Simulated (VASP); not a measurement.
An input for Quantum ESPRESSO's pw.x (written as the equivalent of a VASP run, and not itself run):

```
&CONTROL
  calculation = 'scf'
  pseudo_dir = './pseudo'
  outdir = './out'
  tprnfor = .true.
  tstress = .true.
/
&SYSTEM
  ibrav = 0
  nat = 4
  ntyp = 2
  ecutwfc = 98
  occupations = 'smearing'
  smearing = 'methfessel-paxton'
  degauss = 0.00735
  input_dft = 'pbe'
/
&ELECTRONS
  conv_thr = 0.00073
  electron_maxstep = 100
/
ATOMIC_SPECIES
  Si 28.085 Si.upf
  Ni 58.693 Ni.upf
CELL_PARAMETERS angstrom
     3.5802000    0.0000000    0.0000000
     0.0000000    3.5802000    0.0000000
     0.0000000    0.0000000    3.5802000
ATOMIC_POSITIONS crystal
  Si   0.0000000  0.0000000  0.0000000
  Ni   0.0000000  0.5000000  0.5000000
  Ni   0.5000000  0.0000000  0.5000000
  Ni   0.5000000  0.5000000  0.0000000
K_POINTS automatic
  8 8 8 0 0 0
```

**Question.** Translate this input to VASP (INCAR, KPOINTS, POSCAR, choice of POTCAR).

**Answer.** One answer among several that fit: 
### INCAR
```
! general
SYSTEM  = Ni3Si
PREC    = Accurate
ENCUT   = 400   ! plane-wave cut-off (eV)
LREAL   = .False.   ! projection in real space or not
LASPH   = .True.

! electronic loop
EDIFF   = 1E-2   ! SCF stop (eV)
NELM    = 100   ! most electronic steps
ALGO    = Normal
LMAXMIX = 4   ! l cut-off of mixed one-centre charges

! smearing
ISMEAR  = 1   ! Methfessel-Paxton
SIGMA   = 0.1

! functional
GGA     = PE

! ions
ISIF    = 2   ! forces and stress, cell fixed

! output
LWAVE   = .False.
LCHARG  = .False.
```

File POSCAR:
```
Ni3Si
1
    3.5802000000     0.0000000000     0.0000000000
    0.0000000000     3.5802000000     0.0000000000
    0.0000000000     0.0000000000     3.5802000000
Si Ni
1 3
Direct
  0.0000000000   0.0000000000   0.0000000000
  0.0000000000   0.5000000000   0.5000000000
  0.5000000000   0.0000000000   0.5000000000
  0.5000000000   0.5000000000   0.0000000000
```

### KPOINTS
```
K-points
0
gamma
  8 8 8
```

POTCAR, in this order: Si Ni (PBE.64 set). Program: vasp_std.

The two are equivalent in intent, not identical: the potentials are each code's own (VASP's PAW set, PseudoDojo norm-conserving files in pw.x), so ENCUT and ecutwfc are chosen apart and not converted; conv_thr bounds pw.x's estimated SCF error, while EDIFF bounds the energy change between steps.

The compound is Ni3Si in the L1_2 structure. The cell was not relaxed at this level. The run is one of a series of settings (EDIFF = 1E-2 against the base run), some of them coarse on purpose.
